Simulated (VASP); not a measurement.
Output of a VASP run:

File OSZICAR:
```
       N       E                     dE             d eps       ncg     rms          rms(c)
DAV:   1    -0.921038575734E+00   -0.92104E+00   -0.52067E+03  1432   0.997E+02
DAV:   2    -0.187605272252E+02   -0.17839E+02   -0.16752E+02  2120   0.108E+02
DAV:   3    -0.188650718935E+02   -0.10454E+00   -0.10454E+00  1376   0.108E+01
DAV:   4    -0.188652276466E+02   -0.15575E-03   -0.15575E-03  2016   0.438E-01
DAV:   5    -0.188652276803E+02   -0.33750E-07   -0.33750E-07  1384   0.377E-03    0.579E+00
DAV:   6    -0.183390031822E+02    0.52622E+00   -0.40179E-01  1392   0.511E+00    0.348E+00
DAV:   7    -0.181620753948E+02    0.17693E+00   -0.44043E-01  1592   0.546E+00    0.817E-01
DAV:   8    -0.181633904975E+02   -0.13151E-02   -0.18146E-03  1392   0.500E-01    0.483E-02
DAV:   9    -0.181634030775E+02   -0.12580E-04   -0.13306E-04  1936   0.103E-01    0.276E-02
DAV:  10    -0.181634156517E+02   -0.12574E-04   -0.13081E-05  1400   0.428E-02    0.663E-03
DAV:  11    -0.181634154991E+02    0.15262E-06   -0.37242E-08  1792   0.218E-03    0.135E-03
DAV:  12    -0.181634154919E+02    0.72679E-08   -0.99989E-09   704   0.130E-03
   1 F= -.18386753E+02 E0= -.18386753E+02  d E =-.111684E-11
```

File OUTCAR:
```
------------------------ aborting loop because EDIFF is reached ----------------------------------------
 Edisp (eV)   -0.22334
  FORCE on cell =-STRESS in cart. coord.  units (eV):
  Direction    XX          YY          ZZ          XY          YZ          ZX
  --------------------------------------------------------------------------------------
  Total       0.96622     0.96622     0.96622    -0.00000    -0.00000     0.00000
  in kB     140.84557   140.84557   140.84557    -0.00000    -0.00000     0.00000
  external pressure =      140.85 kB  Pullay stress =        0.00 kB
  volume of cell :       10.99
      direct lattice vectors                 reciprocal lattice vectors
     0.000000000  1.764702870  1.764702870    -0.283333817  0.283333817  0.283333817
     1.764702870  0.000000000  1.764702870     0.283333817 -0.283333817  0.283333817
     1.764702870  1.764702870  0.000000000     0.283333817  0.283333817 -0.283333817
 POSITION                                       TOTAL-FORCE (eV/Angst)
 -----------------------------------------------------------------------------------
      0.00000      0.00000      0.00000        -0.000000     -0.000000     -0.000000
      0.88235      0.88235      0.88235         0.000000      0.000000      0.000000
 -----------------------------------------------------------------------------------
    total drift:                                0.000000      0.000000      0.000000
  FREE ENERGIE OF THE ION-ELECTRON SYSTEM (eV)
  ---------------------------------------------------
  free  energy   TOTEN  =       -18.3867534805 eV

  energy  without entropy=      -18.3867534805  energy(sigma->0) =      -18.38675348
```
(Selected blocks of OUTCAR.)

### POSCAR
```
C
1
    0.0000000000     1.7647028697     1.7647028697
    1.7647028697     0.0000000000     1.7647028697
    1.7647028697     1.7647028697     0.0000000000
C
2
Direct
  0.0000000000   0.0000000000   0.0000000000
  0.2500000000   0.2500000000   0.2500000000
```

Task: Write an INCAR and KPOINTS that could have produced this output.

Result: Several could match; the one computed here: the input of the run itself, PBE GGA with D3 dispersion (zero damping), plane waves, VASP's PBE PAW potentials (set 64).

**KPOINTS**
```
Automatic mesh
0
Gamma
13 13 13
0 0 0
```

INCAR:
```
ALGO = Normal
EDIFF = 1E-7
ENCUT = 520
GGA = PE
ISIF = 2
ISMEAR = 0
IVDW = 11
LASPH = .True.
LCHARG = .False.
LREAL = .False.
LWAVE = .False.
NELM = 100
PREC = Accurate
SIGMA = 0.05
SYSTEM = C
```

POTCAR, in this order: C (PBE.64 set). Program: vasp_std.

The compound is C in the diamond structure. This cell is one point of a volume scan, at 0.97 of the reference volume.
